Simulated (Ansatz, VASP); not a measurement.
**Si53Ge13 (amorphous Si0.8Ge0.2) in two plane-wave programs**

Aim: how closely do two programs agree when they are given the same cell, functional and k mesh? The cell is taken from a series of runs on this material, whose earlier steps may have relaxed, scaled, displaced or heated it; both programs get it as it stands.

Main program and level: Ansatz 0.2.0; plane waves, with VASP 6.6.1 beside it; single point at PBEsol.

## Step 1: Set-up

The cell holds 132 atoms: 106 Si and 26 Ge. Its edges and angles: a = 14.027 Å, b = 14.027 Å, c = 14.027 Å, α = 90.0°, β = 90.0°, γ = 90.0°. As first built, before any earlier steps moved the atoms (in the runner's words): 132 atoms (106 Si, 26 Ge) placed at random at 2.93 g/cm^3, melted at 3500 K for 10 ps at fixed volume with the Tersoff potential (Tersoff, Phys. Rev. B 39, 5566 (1989)). Quenched from 3500 K to 500 K at 5 K/ps and fixed volume, annealed at 1000 K for 20 ps, held 5 ps.

## Step 2: Ansatz: single point, PBEsol

Ansatz runs on its default PAW (the set named soft_2) files.

With cell and atoms fixed, the geometry can't cause a difference; cores, projectors, grids and the points listed under the comparison can.

File input.yaml:

```yaml
crystal:
  lattice:
    - [14.0275, 0.0, 0.0]
    - [0.0, 14.0275, 0.0]
    - [0.0, 0.0, 14.0275]
  atoms:
    - { symbol: Si, position: [0.73982, 0.09326, 0.32059] }
    - { symbol: Si, position: [0.55769, 0.60758, 0.68258] }
    - { symbol: Si, position: [0.91268, 0.93199, 0.50916] }
    - { symbol: Si, position: [0.57451, 0.31889, 0.81171] }
    - { symbol: Si, position: [0.46148, 0.46308, 0.25953] }
    - { symbol: Si, position: [0.59581, 0.32323, 0.09878] }
    - { symbol: Si, position: [0.51221, 0.82685, 0.10867] }
    - { symbol: Si, position: [0.27327, 0.80648, 0.43314] }
    - { symbol: Si, position: [0.79946, 0.14643, 0.9973] }
    - { symbol: Si, position: [0.38564, 0.92574, 0.04578] }
    - { symbol: Si, position: [0.79974, 0.82179, 0.54418] }
    - { symbol: Si, position: [0.66608, 0.91515, 0.48983] }
    - { symbol: Si, position: [0.94355, 0.4514, 0.2821] }
    - { symbol: Si, position: [0.16389, 0.57552, 0.12091] }
    - { symbol: Si, position: [0.4973, 0.49283, 0.42566] }
    - { symbol: Si, position: [0.5491, 0.65136, 0.4065] }
    - { symbol: Si, position: [0.81757, 0.18267, 0.83545] }
    - { symbol: Si, position: [0.90116, 0.68863, 0.83478] }
    - { symbol: Si, position: [0.4922, 0.06165, 0.00415] }
    - { symbol: Si, position: [0.34166, 0.26817, 0.62226] }
    - { symbol: Si, position: [0.20492, 0.85996, 0.28264] }
    - { symbol: Si, position: [0.84065, 0.07486, 0.58282] }
    - { symbol: Si, position: [0.58768, 0.11373, 0.2447] }
    - { symbol: Si, position: [0.71294, 0.63202, 0.71646] }
    - { symbol: Si, position: [0.31668, 0.62491, 0.78066] }
    - { symbol: Si, position: [0.4761, 0.64098, 0.8312] }
    - { symbol: Si, position: [0.65118, 0.02865, 0.80154] }
    - { symbol: Si, position: [0.37834, 0.87253, 0.89239] }
    - { symbol: Si, position: [0.08042, 0.02599, 0.99822] }
    - { symbol: Si, position: [0.03977, 0.27731, 0.70996] }
[... 96 atom lines left out ...]
    - { symbol: Ge, position: [0.29066, 0.3397, 0.47582] }
    - { symbol: Ge, position: [0.15399, 0.02462, 0.57113] }
    - { symbol: Ge, position: [0.05864, 0.07816, 0.30855] }
    - { symbol: Ge, position: [0.05769, 0.32771, 0.27671] }
    - { symbol: Ge, position: [0.05905, 0.53851, 0.36922] }
    - { symbol: Ge, position: [0.65416, 0.4013, 0.38058] }
kpoints:
  mp_grid: { grid: [1, 1, 1] }
hamiltonian:
  xc: pbesol
scf:
  occupations: { method: fermi_dirac, width: 0.025 }
output:
  forces: true
```

Started as:

```sh
$ ansatz run input.yaml --threads 4 --pin off --max-ram 8192MiB --backend cpu --events-out ev --progress --plain --runs-dir out
```

Numbers of over 12 decimals in the logs are rounded to 6 here.

Output:

```text
Engine: ansatz 0.2.0, aarch64-unknown-linux-gnu
Pseudopotentials: kind: paw
Pseudopotential: Si, paw, valence charge 4, recommended cutoff 420 eV (normal), Si.paw.azcp
Pseudopotential: Ge, paw, valence charge 14, recommended cutoff 420 eV (normal), Ge.paw.azcp
Functional definition: PBEsol
  exchange = pbesol_x
  correlation = pbesol_c
Crystal: 132 atoms, lattice volume = 2760.202 Å³
Basis set: ecut = 420 eV, 54171 PW (Γ), exchange–correlation on 192×192×192 points (8 copies of the dense FFT grid, shifted against one another)
Bands: 526, of which v1, the nominal top of the filled ones, is band 394 counted from 1 (393 counted from 0)
Symmetry: 1 space group operations
Space group: P1 (ITA 1), of the structure as read, at distance tolerance 1.4e-4 Å
k-points: 1
Non-local potential: Si, projectors of the file, l = 0: 2, l = 1: 2, l = 2: 2
Non-local potential: Ge, projectors of the file, l = 0: 2, l = 1: 2, l = 2: 3, l = 3: 1
PAW form: soft (Blöchl's): semilocal exchange-correlation on the pseudo side does not see the compensation charge
PAW frozen core: Si, regenerated for the run's functional, and the local potential with it (the file was generated under x = pbe(κ = 0.804, μ = 0.219515), c = pbe(β = 0.066725))
PAW frozen core: Ge, regenerated for the run's functional, and the local potential with it (the file was generated under x = pbe(κ = 0.804, μ = 0.219515), c = pbe(β = 0.066725))
PAW one-centre angular grid: Si, 110 points (default); XC on 64 Gauss nodes
PAW one-centre angular grid: Ge, 590 points (default); XC on 64 Gauss nodes
Initial density: superposition of atomic densities (neutral atoms: chi_scale 0, normalization atom), corrected by the library's trained network
Initial wavefunctions: pseudopotential atomic-orbital guess
Functional: x = pbesol(κ = 0.804, μ = 0.123457), c = pbesol(β = 0.046)
SCF iter   1: F=—  HF=-176433.700477 eV  |F-HF|=—  |Δ(HF+E_count)|=         —  Δρ=3.95e-3  dr2=1.64e0  ethr=1.77e-3  ⟨swp⟩=6.0  Hψ=2197  notcnv=0  defer=44
preconditioner: auto → Kerker (q_TF=auto, 2.214 Å⁻¹)  [metal: Δε(μ)=0.021 eV  Ē_g=7.525 eV  σ=0.025 eV  W_gap=0.21  n_scr=484 (ndim 8)  ℏωp=16.2 eV  f_vac=0.006  D(μ)=38.99/eV (n_scr^D=178)]
SCF iter   2: F=—  HF=-176433.524035 eV  |F-HF|=—  |Δ(HF+E_count)|=   1.76e-1  Δρ=2.34e-3  dr2=6.31e-1  ethr=2.08e-4  ⟨swp⟩=1.0  Hψ=605  notcnv=0  defer=98
SCF iter   3: F=—  HF=-176433.430595 eV  |F-HF|=—  |Δ(HF+E_count)|=   9.34e-2  Δρ=5.30e-4  dr2=2.35e-2  ethr=8.00e-5  ⟨swp⟩=2.0  Hψ=718  notcnv=0  defer=99
SCF iter   4: F=—  HF=-176433.429749 eV  |F-HF|=—  |Δ(HF+E_count)|=   8.46e-4  Δρ=3.03e-4  dr2=7.36e-3  ethr=2.98e-6  ⟨swp⟩=2.0  Hψ=811  notcnv=0  defer=110
SCF iter   5: F=—  HF=-176433.427489 eV  |F-HF|=—  |Δ(HF+E_count)|=   2.26e-3  Δρ=1.09e-4  dr2=2.43e-3  ethr=9.34e-7  ⟨swp⟩=2.0  Hψ=809  notcnv=0  defer=110
SCF iter   6: F=—  HF=-176433.427480 eV  |F-HF|=—  |Δ(HF+E_count)|=   8.41e-6  Δρ=4.92e-5  dr2=3.56e-4  ethr=3.08e-7  ⟨swp⟩=2.0  Hψ=455  notcnv=0  defer=110
SCF iter   7: F=—  HF=-176433.427492 eV  |F-HF|=—  |Δ(HF+E_count)|=   1.23e-5  Δρ=2.15e-5  dr2=8.16e-5  ethr=4.51e-8  ⟨swp⟩=2.0  Hψ=810  notcnv=0  defer=110
SCF iter   8: F=—  HF=-176433.428022 eV  |F-HF|=—  |Δ(HF+E_count)|=   5.30e-4  Δρ=1.47e-5  dr2=1.85e-5  ethr=1.04e-8  ⟨swp⟩=2.0  Hψ=919  notcnv=0  defer=110
SCF iter   9: F=—  HF=-176433.428020 eV  |F-HF|=—  |Δ(HF+E_count)|=   2.45e-6  Δρ=6.31e-6  dr2=4.89e-6  ethr=2.35e-9  ⟨swp⟩=2.0  Hψ=811  notcnv=0  defer=110
SCF iter  10: F=—  HF=-176433.428021 eV  |F-HF|=—  |Δ(HF+E_count)|=   7.51e-7  Δρ=2.75e-6  dr2=1.25e-6  ethr=6.21e-10  ⟨swp⟩=2.0  Hψ=811  notcnv=0  defer=110
SCF iter  11: F=—  HF=-176433.428021 eV  |F-HF|=—  |Δ(HF+E_count)|=   3.31e-7  Δρ=1.49e-6  dr2=3.25e-7  ethr=1.58e-10  ⟨swp⟩=2.0  Hψ=810  notcnv=0  defer=110
SCF iter  12: F=-176433.428021 eV  HF=-176433.428021 eV  |F-HF|=5.39e-8  |Δ(HF+E_count)|=   4.94e-8  Δρ=9.03e-7  dr2=8.34e-8  ethr=1.27e-11  ⟨swp⟩=4.0  Hψ=1414  notcnv=0
SCF 1 converged in 12 iterations: F = -176433.428021 eV  dr2 = 8.34e-8
  greatest PAW one-centre occupation: 0.998 electrons in one spin orbital (limit 2), on the Ge atom at site 115 (counted from 0), in its partial waves of l = 2
SCF converged after 12 iterations
Free energy (F): -176433.428021 eV
Harris-Foulkes:  -176433.428021 eV  (|F-HF|=5.39e-8)
Internal energy: -176433.350110 eV  (E = F + TS)
E sigma→0 (E₀):  -176433.389066 eV
Entropy (-TS):   -0.077911 eV (-0.590 meV/atom)
Fermi energy:    6.678570 eV
--- Per-component energies (eV) ---
  E_band       = -3920.831114
  E_kinetic    = 7102.017738
  E_local      = -88031.186192  (includes V_loc(G=0)·N_el)
  E_nonlocal   = 13649.506999
  E_hartree    = 39169.692301
  E_xc         = -7719.664500
  E_vxc        = -6612.348651  (∫ρ·V_xc dr)
  E_paw        = -104312.878782  (= ΣΔE_a)
  E_vpaw       = -8368.215615  (= ΣTr[D̂ρ^β])
  E_aug_tail   = 0.008505  (compensation charges beyond the density's cutoff)
  E_ewald      = -36318.057950
  E_core_change = 27.211771  (= ΣΔE_core)
  E_smearing   = -0.077911  (= −TS)
  E_closure    = 0.000000  (closes the sum)
  Σ components = -176433.428021   (vs F -176433.428021, Δ=0.00e0)
--- Forces (eV/Å), atoms counted from 1 ---
  atom   1  Si    -0.10409075     0.18653961    -1.35792356
  atom   2  Si    -0.54432664    -0.18415110     0.33371733
  atom   3  Si     0.12857933     1.01240293     0.87210076
  atom   4  Si    -0.49629753     0.45206649     0.54837397
  atom   5  Si     0.62566196     0.74409745     0.55079577
  atom   6  Si     0.76533495     0.47564133    -0.00453236
  atom   7  Si    -0.83254323     0.16474143     0.32854897
  atom   8  Si    -0.18304673    -0.25613089     0.05830156
  atom   9  Si     0.21885171    -0.73735337    -0.04034080
  atom  10  Si     0.44249827     0.10868961     0.98112690
  atom  11  Si    -0.87357028     0.00133373     0.55167031
  atom  12  Si     0.33536405    -0.30153065    -0.68084877
  atom  13  Si    -0.93068155     0.35280927     0.09015641
  atom  14  Si    -0.17781917     0.61124246    -0.08871989
  atom  15  Si    -0.26203898     0.27378777     0.58449666
  atom  16  Si    -0.43369125    -0.11287884    -0.31804864
  atom  17  Si     0.69161188    -0.39027680    -0.61146904
  atom  18  Si     0.43440382    -1.15188584     0.04571274
  atom  19  Si     0.61824255    -0.03587701     0.69086762
  atom  20  Si     0.86554173     0.42537525     0.62156985
  atom  21  Si     0.38837678     0.41833347    -0.16524827
  atom  22  Si     0.80781777    -0.08611839    -0.53767996
  atom  23  Si    -0.46676182     0.14326654     0.35062393
  atom  24  Si     0.77252418     1.13872107    -0.47277972
[...]
atom 125  Ge    -0.19777564     0.65423730     1.33109680
  atom 126  Ge    -0.85059159    -0.43541693    -0.31710866
  atom 127  Ge     0.37998339     1.04095668     0.13891180
  atom 128  Ge     0.44748768     0.07968418     0.70461613
  atom 129  Ge    -0.52361201     0.57696963     0.75066411
  atom 130  Ge     0.89708113    -0.39522078    -0.36983983
  atom 131  Ge    -0.02662677     0.85700545     0.23906005
  atom 132  Ge    -0.10995244    -0.47742184    -1.20368280
  max |Σ_I F_I| component: 2.21e-5 eV/Å
```

The column dr2 measures how far the density is from self-consistency, as an energy; F and HF (Harris–Foulkes) agree once it is small.

## Step 3: VASP: single point, PBEsol

The same cell, functional, mesh and smearing now go to VASP, with its own data sets.

Lines of VASP's logs that name or quote its potential files are left out, and so is its time.

File INCAR:

```
SYSTEM = Si53Ge13
PREC = Accurate
ENCUT = 410
EDIFF = 1E-06
NELM = 120
ISMEAR = -1
SIGMA = 0.025
LREAL = Auto
ALGO = Normal
GGA = PS
NBANDS = 486
LORBIT = 11
LWAVE = .FALSE.
LCHARG = .FALSE.
ISIF = 2
LASPH = .TRUE.
GGA_COMPAT = .FALSE.
```

File POSCAR:

```
Si53Ge13
1.0
   14.0275000000      0.0000000000      0.0000000000
    0.0000000000     14.0275000000      0.0000000000
    0.0000000000      0.0000000000     14.0275000000
Si Ge
106 26
Direct
    0.7398200000      0.0932600000      0.3205900000
    0.5576900000      0.6075800000      0.6825800000
    0.9126800000      0.9319900000      0.5091600000
    0.5745100000      0.3188900000      0.8117100000
    0.4614800000      0.4630800000      0.2595300000
    0.5958100000      0.3232300000      0.0987800000
    0.5122100000      0.8268500000      0.1086700000
    0.2732700000      0.8064800000      0.4331400000
    0.7994600000      0.1464300000      0.9973000000
    0.3856400000      0.9257400000      0.0457800000
    0.7997400000      0.8217900000      0.5441800000
    0.6660800000      0.9151500000      0.4898300000
    0.9435500000      0.4514000000      0.2821000000
    0.1638900000      0.5755200000      0.1209100000
    0.4973000000      0.4928300000      0.4256600000
    0.5491000000      0.6513600000      0.4065000000
    0.8175700000      0.1826700000      0.8354500000
    0.9011600000      0.6886300000      0.8347800000
    0.4922000000      0.0616500000      0.0041500000
    0.3416600000      0.2681700000      0.6222600000
    0.2049200000      0.8599600000      0.2826400000
    0.8406500000      0.0748600000      0.5828200000
    0.5876800000      0.1137300000      0.2447000000
    0.7129400000      0.6320200000      0.7164600000
    0.3166800000      0.6249100000      0.7806600000
    0.4761000000      0.6409800000      0.8312000000
    0.6511800000      0.0286500000      0.8015400000
    0.3783400000      0.8725300000      0.8923900000
    0.0804200000      0.0259900000      0.9982200000
    0.0397700000      0.2773100000      0.7099600000
[... 96 atom lines left out ...]
    0.2906600000      0.3397000000      0.4758200000
    0.1539900000      0.0246200000      0.5711300000
    0.0586400000      0.0781600000      0.3085500000
    0.0576900000      0.3277100000      0.2767100000
    0.0590500000      0.5385100000      0.3692200000
    0.6541600000      0.4013000000      0.3805800000
```

File KPOINTS:

```
Automatic mesh
0
Gamma
1 1 1
0 0 0
```

The projector-augmented-wave data sets are Si and Ge_d (PBE family, release 64).

Started as:

```sh
$ export OMP_NUM_THREADS=3
$ mpirun -np 1 vasp_gam
```

Output:

```text
[banner, memory and clock lines left out]
running    1 mpi-ranks, on    1 nodes
[...]
Offloading initialized ...    1 GPUs detected
[...]
|                                                                             |
|               ----> ADVICE to this user running VASP <----                  |
|                                                                             |
|     You enforced a specific xc type in the INCAR file but a different       |
|     [... a line on the potential file left out ...]
|     I HOPE YOU KNOW WHAT YOU ARE DOING!                                     |
|                                                                             |

 LDA part: xc-table for (Slater+PW92), standard interpolation
 POSCAR, INCAR and KPOINTS ok, starting setup
[...]
entering main loop
       N       E                     dE             d eps       ncg     rms          rms(c)
DAV:   1     0.129569318858E+05    0.12957E+05   -0.24314E+05  1100   0.247E+03
DAV:   2     0.215807255970E+04   -0.10799E+05   -0.10456E+05   972   0.668E+02
DAV:   3    -0.345019129505E+03   -0.25031E+04   -0.23411E+04  1138   0.221E+02
DAV:   4    -0.696859498022E+03   -0.35184E+03   -0.33476E+03  1248   0.848E+01
[...]
DAV:  17    -0.701955977578E+03   -0.52224E-05   -0.14040E-05  1088   0.957E-03    0.393E-03
DAV:  18    -0.701955978633E+03   -0.10553E-05   -0.20982E-06   816   0.423E-03    0.198E-03
DAV:  19    -0.701955979133E+03   -0.50029E-06   -0.72008E-07   632   0.217E-03
   1 F= -.70195598E+03 E0= -.70191703E+03  d E =-.778896E-01
```

Parts of OUTCAR (step 3):

```text
  FREE ENERGIE OF THE ION-ELECTRON SYSTEM (eV)
  ---------------------------------------------------
  free  energy   TOTEN  =      -701.9559791334 eV

  energy  without entropy=     -701.8780895502  energy(sigma->0) =     -701.91703434
```

The gap is under twice the smearing width, so the edge states are partly filled and the run can't tell a small gap from a semimetal.

## Step 4: Differences

Known differences besides the potentials themselves: the cutoff is 420 eV in Ansatz and 410 eV in VASP (PREC = Accurate, projectors in real space); Ansatz makes its cores anew for this functional, VASP keeps those of its PBE data sets. Total energies have different zeros and are not compared.

Forces on 9 of the 132 atoms, those with the largest forces and the largest differences (eV/Å; atoms numbered as in POSCAR):

| atom | Ansatz x, y, z | VASP x, y, z |
| --- | --- | --- |
| Si55 | 0.825, -0.956, 1.134 | 0.820, -0.946, 1.140 |
| Si59 | -1.250, -1.302, -0.912 | -1.251, -1.308, -0.918 |
| Si66 | -0.713, -1.618, -0.645 | -0.703, -1.620, -0.646 |
| Si70 | -1.595, 0.600, 0.291 | -1.602, 0.599, 0.296 |
| Si92 | 1.224, 1.653, 1.785 | 1.211, 1.655, 1.775 |
| Si94 | 0.899, -0.019, 0.036 | 0.890, -0.027, 0.047 |
| Si95 | 0.350, -0.568, -1.324 | 0.359, -0.585, -1.329 |
| Si101 | -0.475, 1.522, 0.047 | -0.469, 1.520, 0.056 |
| Ge113 | -1.049, 0.016, -1.526 | -1.047, 0.018, -1.516 |

The forces differ by 4.9 meV/Å r.m.s., which is 0.8 % of the r.m.s. force of 0.589 eV/Å (both taken over all components).

## Step 5: Summary of results

* r.m.s. force difference (single point, PBEsol): 0.84 % of the r.m.s. force

In words: The r.m.s. force difference is 0.84 % of the r.m.s. force (single point, PBEsol), within the 3 % picked in this series as the mark of a large difference. How closely two codes agree says nothing of how well the functional describes the real material.

[Lines on the potential files, build, host, timing and source positions are cut from VASP's logs without a mark.]

[Logs are printed without paths, hosts, clocks, repeated set-up lines and the standing remarks that a program may print on its own settings, such as how far it seeks lower states.]

[Hosts, paths, dates, database ids (printed as entryN), source tags and the programs' standing remarks are cut or masked in the printed files.]
